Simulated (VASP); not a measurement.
All values below come from r2SCAN meta-GGA, VASP's PBE PAW potentials (set 64) (plane waves; VASP).

Input for VASP

### INCAR
```
SYSTEM=ZrS2
PREC=Accurate; ENCUT=400; LREAL=.FALSE.
LASPH=.TRUE.
EDIFF=1E-7; NELM=100; ALGO=Normal
LMAXMIX=4; LMIXTAU=.TRUE.
ISMEAR=-5
METAGGA=R2SCAN
ISIF=2
LWAVE=.FALSE.; LCHARG=.FALSE.; LORBIT=11
NEDOS=601
LEFG=.TRUE.
```

POSCAR:
```
ZrS2
1
    0.0000000000     3.1270624834     3.1270624834
    3.1270624834     0.0000000000     3.1270624834
    3.1270624834     3.1270624834     0.0000000000
Zr S
1 2
Direct
  0.0000000000   0.0000000000   0.0000000000
  0.2500000000   0.2500000000   0.2500000000
  0.7500000000   0.7500000000   0.7500000000
```

File KPOINTS_OPT:
```
k-points along high-symmetry lines
10
Line-mode
Reciprocal
  0.000000   0.000000   0.000000 ! GAMMA
  0.500000   0.000000   0.500000 ! X

  0.500000   0.000000   0.500000 ! X
  0.625000   0.250000   0.625000 ! U

  0.375000   0.375000   0.750000 ! K
  0.000000   0.000000   0.000000 ! GAMMA

  0.000000   0.000000   0.000000 ! GAMMA
  0.500000   0.500000   0.500000 ! L

  0.500000   0.500000   0.500000 ! L
  0.500000   0.250000   0.750000 ! W

  0.500000   0.250000   0.750000 ! W
  0.500000   0.000000   0.500000 ! X
```

**KPOINTS**
```
Automatic mesh
0
Gamma
7 7 7
0 0 0
```

POTCAR, in this order: Zr_sv S (PBE.64 set). Program: vasp_std.

**Question.** What will the output report for the number of irreducible k-points (NKPTS), number of bands (NBANDS), largest plane-wave count, number of space-group operations, FFT grid (NGX, NGY, NGZ)?

**Answer.** 
```yaml
number of irreducible k-points (NKPTS): 20
number of bands (NBANDS): 16
largest_plane_wave_count: 1139
number_of_space_group_operations: 48
FFT grid (NGX, NGY, NGZ): 30 × 30 × 30
```

The structure was generated: ZrS2 was put into the fluorite type (Fm-3m), which need not be its known phase. It was relaxed first, which changed the volume by +9 %.
